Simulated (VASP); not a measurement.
# HPbNO4 (P1) in VASP: further runs, part 2 of 2

VASP 6.6.1. The steps go on from the part before.

## 4. Density of states, PBE0

POSCAR reads:

```
HPbNO4
1.0
    3.8540400000      0.1438400000      0.0901200000
   -0.2532000000      5.5269800000      0.1647100000
   -0.4819700000     -1.9272000000      5.7202500000
H Pb N O
1 1 1 4
Direct
    0.1091300000      0.6571800000      0.5446300000
    0.6102900000      0.5212700000      0.1510000000
    0.9158000000      0.9626300000      0.9586700000
    0.0138400000      0.1363900000      0.8808400000
    0.7239800000      0.0105700000      0.1285800000
    0.0038900000      0.7373200000      0.8704300000
    0.1192700000      0.5932400000      0.3765100000
```

INCAR.step1 reads:

```
SYSTEM = HPbNO4
ALGO     = Normal         ! electronic algorithm
EDIFF    = 1E-5           ! SCF threshold, eV
ENCUT    = 520            ! plane-wave cutoff, eV
GGA      = PE             ! functional
ISIF     = 2              ! what is computed and relaxed
ISMEAR   = -1             ! smearing method
LASPH    = .True.         ! aspherical terms in the spheres
LCHARG   = .False.        ! write CHGCAR
LREAL    = .False.        ! projectors in reciprocal space
LWAVE    = .True.         ! write WAVECAR
NELM     = 80             ! most SCF steps
PREC     = Accurate       ! precision mode
SIGMA    = 0.05           ! smearing width, eV
```

INCAR.step2 reads:

```
SYSTEM = HPbNO4
AEXX     = 0.25           ! exact-exchange fraction
ALGO     = Normal         ! electronic algorithm
EDIFF    = 1E-7           ! SCF threshold, eV
ENCUT    = 520            ! plane-wave cutoff, eV
GGA      = PE             ! functional
HFRCUT   = -1           
ISIF     = 2              ! what is computed and relaxed
ISMEAR   = -5             ! smearing method
ISTART   = 1            
LASPH    = .True.         ! aspherical terms in the spheres
LCHARG   = .False.        ! write CHGCAR
LHFCALC  = .True.         ! exact exchange
LORBIT   = 10             ! projections on sites
LREAL    = .False.        ! projectors in reciprocal space
LWAVE    = .False.        ! write WAVECAR
NEDOS    = 1001           ! points of the DOS
NELM     = 80             ! most SCF steps
PREC     = Accurate       ! precision mode
PRECFOCK = Fast         
SIGMA    = 0.05           ! smearing width, eV
```

KPOINTS reads:

```
k-points
0
Gamma
  4 3 3
  0 0 0
```

Potentials or basis: VASP PAW PBE potentials, release 64 (H, Pb_d, N, O).

The run is started by

```sh
$ cat potpaw_PBE.64/H/POTCAR potpaw_PBE.64/Pb_d/POTCAR potpaw_PBE.64/N/POTCAR potpaw_PBE.64/O/POTCAR > POTCAR
$ cp INCAR.step1 INCAR
$ mpirun -np 8 vasp_std > vasp.out
$ cp INCAR.step2 INCAR
$ mpirun -np 8 vasp_std > vasp.out
```

OUTCAR:

```text
SYSTEM = HPbNO4
   AEXX = 0.25
   EDIFF = 1E-7
   ENCUT = 520
   GGA = PE
   ISIF = 2
   ISMEAR = -5
   ISTART = 1
   LASPH = .True.
   LHFCALC = .True.
   LORBIT = 10
   LREAL = .False.
   NELM = 80
   PREC = Accurate
   PRECFOCK = Fast

 ion  position               nearest neighbor table
   1  0.109  0.657  0.545-   7 0.98
   2  0.610  0.521  0.151-   7 2.28   7 2.38   5 2.78   5 2.83   4 2.84   6 2.85
   3  0.916  0.963  0.959-   4 1.25   6 1.27   5 1.28
   4  0.014  0.136  0.881-   3 1.25   2 2.84
   5  0.724  0.011  0.129-   3 1.28   2 2.78   2 2.83
   6  0.004  0.737  0.870-   3 1.27   2 2.85
   7  0.119  0.593  0.377-   1 0.98   2 2.28   2 2.38

  LATTYP: Found a triclinic cell.
 ALAT       =     6.9506566964
 B/A-ratio  =     0.5550232440
 C/A-ratio  =     0.7963604173
 COS(alpha) =     0.0077737674
 COS(beta)  =     0.2535091708
 COS(gamma) =     0.4946358889

  Lattice vectors:

 A1 = (  -3.3720700000,   1.7833600000,  -5.8103700000)
 A2 = (  -3.8540400000,  -0.1438400000,  -0.0901200000)
 A3 = (  -0.2532000000,   5.5269800000,   0.1647100000)

Analysis of symmetry for initial positions (statically):
=====================================================================
 Subroutine PRICEL returns:
 Original cell was already a primitive cell.

 Routine SETGRP: Setting up the symmetry group for a
 triclinic supercell.

 Subroutine GETGRP returns: Found  1 space group operations
 (whereof  1 operations were pure point group operations)
 out of a pool of  2 trial point group operations.

The static configuration has the point symmetry C_1 .

Analysis of symmetry for dynamics (positions and initial velocities):
[... 155 lines left out ...]
   LRPA    =     F    only Hartree local field effects (RPA)
 non-spin polarized calculation
 Fermi weights with tetrahedron method with Bloechl corrections
  energy-cutoff  :      520.00
  volume of cell :      123.55
 maximum number of plane-waves:      3346
 NGX is ok and might be reduce to    30
  NGX = 16; NGY = 24; NGZ = 28

 number of electron      44.0000005 magnetization

 Free energy of the ion-electron system (eV)
  ---------------------------------------------------
  ext. energy  EPLUGINS =         0.00000000
  ---------------------------------------------------
  free energy    TOTEN  =       -54.66902974 eV

  energy without entropy =      -54.66902974  energy(sigma->0) =      -54.66902974

 E-fermi :  -1.9112     XC(G=0):  -5.8942

 val. band max:       -1.9379576567   @ k =   0.5000  -0.3333   0.3333
 cond. band min:       3.2769711174   @ k =   0.5000   0.0000   0.3333
 fundamental gap:      5.2149287741
 Fermi energy:        -1.9111677529

 k-point     1 :       0.0000    0.0000    0.0000
  band No.  band energies     occupation
      1     -29.9836      2.00000
      2     -24.2071      2.00000
      3     -23.9536      2.00000
      4     -21.2304      2.00000
      5     -18.2840      2.00000
      6     -18.2590      2.00000
[... 654 lines left out ...]
     31      11.7718      0.00000
     32      12.3925      0.00000

------------------------ aborting loop because EDIFF is reached ----------------------------------------

  FORCE on cell =-STRESS in cart. coord.  units (eV):
  Direction    XX          YY          ZZ          XY          YZ          ZX
  --------------------------------------------------------------------------------------
  -------------------------------------------------------------------------------------
  Total       -1.8268484     -2.3514807     -2.1217478     -0.0373568      0.0016878      0.9555164
  in kB      -23.6898006    -30.4930117    -27.5139327     -0.4844269      0.0218872     12.3907341
  external PRESSURE =     -27.2322483 kB  Pullay stress =       0.0000000 kB

 VOLUME and BASIS-vectors are now :
 -----------------------------------------------------------------------------
  energy-cutoff  :      520.00
  volume of cell :      123.55
      direct lattice vectors                 reciprocal lattice vectors
     3.854040000  0.143840000  0.090120000     0.258457951  0.011080161  0.025509840
    -0.253200000  5.526980000  0.164710000    -0.008065233  0.178786348  0.059555063
    -0.481970000 -1.927200000  5.720250000    -0.003839658 -0.005322572  0.172700798

 POSITION                                       TOTAL-FORCE (eV/Angst)
 -----------------------------------------------------------------------------------
     -0.00830      2.59831      3.23350         0.077700     -0.020021     -0.479386
      2.14732      2.67783      1.00462         0.051611      0.000687      0.167990
      2.82374      3.60462      5.72492         0.013805     -0.062016      0.011868
     -0.40573     -0.94174      5.06234        -0.311345     -0.871341      0.367585
      2.72560     -0.08524      0.80250         0.659400      0.083197     -0.780944
     -0.59122      2.39822      5.10087        -0.365483      0.843998      0.464669
      0.12800      2.57037      2.26219        -0.125687      0.025496      0.248219
 -----------------------------------------------------------------------------------
    total drift:                                0.004134     -0.000454      0.000435

  FREE ENERGIE OF THE ION-ELECTRON SYSTEM (eV)
  ---------------------------------------------------
  free  energy   TOTEN  =       -54.6690297391 eV

  energy  without entropy=      -54.6690297391  energy(sigma->0) =      -54.66902974

 total charge

# of ion       s       p       d       tot
------------------------------------------
    1        0.595   0.126   0.000   0.721
    2        1.539   0.355   9.864  11.758
    3        1.222   2.575   0.000   3.798
    4        1.599   3.500   0.000   5.100
    5        1.596   3.487   0.000   5.083
    6        1.596   3.500   0.000   5.095
    7        1.564   3.552   0.000   5.116
--------------------------------------------------
tot          9.712  17.095   9.864  36.671
```

OUTCAR.step1:

```text
SYSTEM = HPbNO4
   EDIFF = 1E-5
   ENCUT = 520
   GGA = PE
   ISIF = 2
[... 904 lines left out ...]
     -0.40573     -0.94174      5.06234         0.126872      0.380560     -0.131974
      2.72560     -0.08524      0.80250        -0.237493     -0.026649      0.267649
     -0.59122      2.39822      5.10087         0.127187     -0.306159     -0.154280
      0.12800      2.57037      2.26219         0.021103      0.000678     -0.077890
 -----------------------------------------------------------------------------------
    total drift:                               -0.000411      0.000597      0.000927

  FREE ENERGIE OF THE ION-ELECTRON SYSTEM (eV)
  ---------------------------------------------------
  free  energy   TOTEN  =       -40.4028863510 eV

  energy  without entropy=      -40.4028863509  energy(sigma->0) =      -40.40288635
```

Wall time 5.3 min (8 MPI ranks of Intel Xeon Platinum 8488C (Sapphire Rapids), shared host); peak memory 0.18 GiB.

Results:

| Item | Value |
| --- | --- |
| Free energy | -54.6690 eV |
| Pressure | -2.7 GPa |
| Largest force | 1.030 eV/Å |
| Band gap on the k mesh | 5.21 eV, indirect (least direct gap 5.33 eV) |
| Valence electrons inside the program's atomic spheres | H 0.72; Pb 11.76; N 3.80; O 5.10, 5.08, 5.09, 5.12 |

Forces on the atoms (eV/Å):
```
H    0.078 -0.020 -0.479
Pb   0.052  0.001  0.168
N    0.014 -0.062  0.012
O   -0.311 -0.871  0.368
O    0.659  0.083 -0.781
O   -0.365  0.844  0.465
O   -0.126  0.025  0.248
```

States per cell in windows of 1 eV (zero at the valence-band top; states under -8 eV left out):
```tsv
from (eV)	total	O7_p	O5_p	O6_p	O4_p	Pb2_p	Pb2_s
-8.0	0.80	0.15	0.02	0.02	0.03	0.00	0.28
-7.0	1.21	0.21	0.02	0.03	0.03	0.00	0.51
-6.0	0.64	0.27	0.01	0.02	0.01	0.03	0.03
-5.0	1.26	0.39	0.09	0.08	0.05	0.04	0.11
-4.0	1.70	0.12	0.40	0.29	0.24	0.05	0.03
-3.0	5.56	0.38	0.97	1.21	1.21	0.07	0.04
-2.0	4.78	1.38	0.73	0.54	0.59	0.05	0.10
-1.0	1.95	0.55	0.13	0.18	0.18	0.09	0.33
0.0	0.00	0.00	0.00	0.00	0.00	0.00	0.00
1.0	0.00	0.00	0.00	0.00	0.00	0.00	0.00
2.0	0.00	0.00	0.00	0.00	0.00	0.00	0.00
3.0	0.00	0.00	0.00	0.00	0.00	0.00	0.00
4.0	0.00	0.00	0.00	0.00	0.00	0.00	0.00
5.0	2.05	0.03	0.21	0.20	0.23	0.08	0.01
6.0	1.85	0.06	0.04	0.05	0.04	0.58	0.01
7.0	2.18	0.09	0.10	0.05	0.06	0.76	0.01
```

Caveat: the standard files for N, O and F lose accuracy on very short bonds; the PAW data sets were made with another functional, which shifts forces and pressure a little; spin-orbit coupling is left out, which as a rule narrows the gap of such compounds by several tenths of an eV; an odd mesh through Γ misses points on the zone boundary, where band edges often lie.

## 5. Density of states, r2SCAN0

POSCAR is that of step 4.

INCAR.step1 reads:

```
  PREC = Accurate
  ENCUT = 520
  EDIFF = 1E-5
  ISMEAR = -1
  SIGMA = 0.05
  LREAL = F
  LASPH = T
  NELM = 60
  ALGO = Normal
  ISIF = 2
  LWAVE = T
  LCHARG = F
  GGA = PE
```

INCAR.step2 reads:

```
  PREC = Accurate
  ENCUT = 520
  EDIFF = 1E-6
  ISMEAR = -5
  SIGMA = 0.05
  LREAL = F
  LASPH = T
  NELM = 60
  ALGO = Normal
  ISIF = 2
  LWAVE = F
  LCHARG = F
  METAGGA = R2SCAN
  LHFCALC = T
  AEXX = 0.25
  LMIXTAU = T
  PRECFOCK = Fast
  HFRCUT = -1
  LORBIT = 10
  ISTART = 1
  NEDOS = 1001
```

KPOINTS reads:

```
Automatic mesh
0
Gamma
  4 3 3
```

The run is started by

```sh
$ cat potpaw_PBE.64/H/POTCAR potpaw_PBE.64/Pb_d/POTCAR potpaw_PBE.64/N/POTCAR potpaw_PBE.64/O/POTCAR > POTCAR
$ cp INCAR.step1 INCAR
$ mpirun -np 8 vasp_std > vasp.out
$ cp INCAR.step2 INCAR
$ mpirun -np 8 vasp_std > vasp.out
```

Wall time 3.9 min (8 MPI ranks of AMD EPYC 9R45 (Zen 5), shared host); peak memory 0.16 GiB.

Results (log left out):

| Property | Result |
| --- | --- |
| Free energy | -98.3354 eV |
| Pressure | -4.1 GPa |
| Largest force | 1.325 eV/Å |
| Band gap on the k mesh | 5.47 eV, indirect (least direct gap 5.59 eV) |
| Valence electrons inside the program's atomic spheres | H 0.72; Pb 11.73; N 3.80; O 5.11, 5.09, 5.13 |

Forces in eV/Å, atoms in the order of the input:
```
H    0.108 -0.023 -0.713
Pb   0.083  0.004  0.168
N    0.028 -0.052  0.004
O   -0.393 -1.149  0.503
O    0.826  0.104 -0.995
O   -0.459  1.079  0.618
O   -0.192  0.038  0.416
```

Stress tensor (GPa, compression positive):
```
-3.62 -0.06  1.50
-0.06 -4.50 -0.03
 1.50 -0.03 -4.06
```

Levels at points of the mesh, in eV from the valence-band top:
```
           k point  band 20  band 21  band 22  band 23  band 24  band 25
(0.00, 0.00, 0.00)    -1.81    -1.22    -1.12     5.87     6.61     8.20
(0.50, 0.00, 0.00)    -1.18    -1.11    -0.30     5.52     7.36     7.93
```

States per cell in windows of 0.5 eV (zero at the valence-band top; states under -8 eV left out):
```csv
from (eV),total,O7_p,O5_p,O4_p,O6_p,Pb2_p,Pb2_s
-8.0,0.00,0.00,0.00,0.00,0.00,0.00,0.00
-7.5,1.05,0.21,0.03,0.03,0.03,0.00,0.39
-7.0,0.97,0.17,0.01,0.03,0.03,0.00,0.42
-6.5,0.00,0.00,0.00,0.00,0.00,0.00,0.00
-6.0,0.18,0.08,0.00,0.00,0.00,0.01,0.01
-5.5,0.51,0.21,0.01,0.01,0.01,0.02,0.03
-5.0,0.67,0.23,0.03,0.02,0.03,0.02,0.06
-4.5,0.58,0.15,0.06,0.03,0.05,0.01,0.05
-4.0,0.12,0.01,0.03,0.01,0.01,0.00,0.01
-3.5,1.83,0.12,0.42,0.28,0.33,0.05,0.03
-3.0,2.08,0.20,0.37,0.42,0.38,0.04,0.02
-2.5,3.37,0.18,0.59,0.77,0.80,0.02,0.01
-2.0,0.83,0.18,0.18,0.10,0.09,0.02,0.02
-1.5,4.09,1.25,0.55,0.52,0.48,0.03,0.09
-1.0,0.80,0.21,0.07,0.08,0.09,0.03,0.12
-0.5,1.02,0.32,0.03,0.07,0.07,0.06,0.21
0.0,0.00,0.00,0.00,0.00,0.00,0.00,0.00
0.5,0.00,0.00,0.00,0.00,0.00,0.00,0.00
1.0,0.00,0.00,0.00,0.00,0.00,0.00,0.00
1.5,0.00,0.00,0.00,0.00,0.00,0.00,0.00
2.0,0.00,0.00,0.00,0.00,0.00,0.00,0.00
2.5,0.00,0.00,0.00,0.00,0.00,0.00,0.00
3.0,0.00,0.00,0.00,0.00,0.00,0.00,0.00
3.5,0.00,0.00,0.00,0.00,0.00,0.00,0.00
4.0,0.00,0.00,0.00,0.00,0.00,0.00,0.00
4.5,0.00,0.00,0.00,0.00,0.00,0.00,0.00
5.0,0.03,0.00,0.00,0.00,0.00,0.00,0.00
5.5,1.94,0.02,0.20,0.22,0.19,0.07,0.01
6.0,0.20,0.00,0.01,0.01,0.01,0.05,0.00
6.5,0.55,0.01,0.01,0.01,0.01,0.16,0.00
7.0,1.64,0.06,0.04,0.04,0.04,0.53,0.00
7.5,1.47,0.05,0.07,0.04,0.04,0.53,0.00
```

Caveat: the standard files for N, O and F lose accuracy on very short bonds; the PAW data sets were made with another functional, which shifts forces and pressure a little; spin-orbit coupling is left out, which as a rule narrows the gap of such compounds by several tenths of an eV; an odd mesh through Γ misses points on the zone boundary, where band edges often lie.

## 6. Summary

| level | exchange at q = 0 | share of exact exchange | further INCAR settings | gap on the mesh (eV) | pressure (GPa) | largest force (eV/Å) |
| --- | --- | --- | --- | --- | --- | --- |
| r2SCAN-EpsX | default | 0.3649 | ALGO = Normal; EDIFF = 1e-06 | 6.38 | -5.1 | 1.83 |
| B3LYP | truncated | - | ALGO = Normal; EDIFF = 1e-06 | 4.77 | -0.6 | 0.42 |
| PBE0 | truncated | - | ALGO = Normal; EDIFF = 1e-07 | 5.21 | -2.7 | 1.03 |
| r2SCAN0 | truncated | - | ALGO = Normal; EDIFF = 1e-06 | 5.47 | -4.1 | 1.33 |

Alike in all rows: task density of states; potentials or basis VASP PAW PBE potentials, release 64 (H, Pb_d, N, O); no spin polarisation; cell as given; k mesh 4 × 3 × 3; cutoff (eV) 520; smearing tetrahedron.

On the cell as given the gap runs from 4.77 eV (B3LYP) to 6.38 eV (r2SCAN-EpsX). The pressure there spans -5.1 GPa (r2SCAN-EpsX) to -0.6 GPa (B3LYP); a positive pressure means that this level wants a larger cell, a negative one a smaller.

Caveats: the standard files for N, O and F lose accuracy on very short bonds; the PAW data sets were made with another functional, which shifts forces and pressure a little; spin-orbit coupling is left out, which as a rule narrows the gap of such compounds by several tenths of an eV; an odd mesh through Γ misses points on the zone boundary, where band edges often lie.

Total energies depend on the potentials used, so only differences within one code and one set of settings carry meaning.
